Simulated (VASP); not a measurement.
CaCu2S2 (space group P-3m1): computed properties

Method: r2SCAN meta-GGA, VASP's PBE PAW potentials (set 64) (plane waves; VASP 6.6.1).

For CaCu2S2, the space group is P-3m1 (164) and the cell is a = b = 3.8907 Å, c = 6.5135 Å, α = β = 90.00°, γ = 120.00°. The volume per atom is 17.08 Å^3/atom. The band gap (over mesh and band path) is 1.63 eV, the smallest direct gap (over mesh and band path) comes out as 1.63 eV and the band-edge character is direct, Γ to Γ. The density is 4.50 g/cm³.

CaCu₂S₂ is modelled in the trigonal space group P-3m1 (No. 164), Pearson symbol hP5. Lattice parameters: a = 3.891 Å, b = 3.891 Å, c = 6.513 Å, α = 90.00°, β = 90.00°, γ = 120.00°. Cu on 2d is surrounded by 4 S at 2.368–2.387 Å (tetrahedral). Ca on 1a sees 6 S at 2.810 Å (octahedral). S on 2d is coordinated by 4 Cu at 2.368–2.387 Å and 3 Ca at 2.810 Å. (Neighbours: up to the widest gap in distance over summed covalent radii, below 1.35, at either atom; cation-cation and far metal-metal contacts left out.)

The structure comes from a measured CaCu2S2 entry (P-3m1) of the Crystallography Open Database, whose conditions weren't checked. It was relaxed first. Symmetry was kept, so distortions that lower it aren't found.
